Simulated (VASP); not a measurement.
Ho (hcp): the lattice constant a from VASP (plane waves, PAW) at several levels of theory. Static lattice. The 4f electrons are frozen in the core of the lanthanide potential, so 4f levels, which can set the real gap, and their magnetism are missing. The measured value holds thermal and zero-point effects that the static calculation lacks.

```csv
level,lattice constant a (Å),error against measurement
PBE,3.599,+0.6 %
PBEsol,3.520,-1.6 %
RPBE,3.655,+2.1 %
AM05,3.535,-1.2 %
PBE-D3(BJ),3.539,-1.1 %
PBE-D4,3.567,-0.3 %
r2SCAN,3.615,+1.0 %
```

Measured: 3.578 Å at 293 K (as given by Wikipedia, Holmium (infobox)).

The cell of the PBE run:

Space group P6₃/mmc (No. 194); a = 3.5992 Å, b = 3.5992 Å, c = 5.6079 Å, α = 90.00°, β = 90.00°, γ = 120.00°

```csv
atom,site,symmetry,x,y,z
Ho,2c,-6m2,0.3333,0.6667,0.2500
```

Only levels that ran to the end are used. Left out are those held back, those with too coarse a band path, GW runs whose mesh misses a band edge, hybrids' fits of cells that aren't cubic and levels without matching references; a question may draw on a part of the rest.

The compound is Ho in the hcp structure.
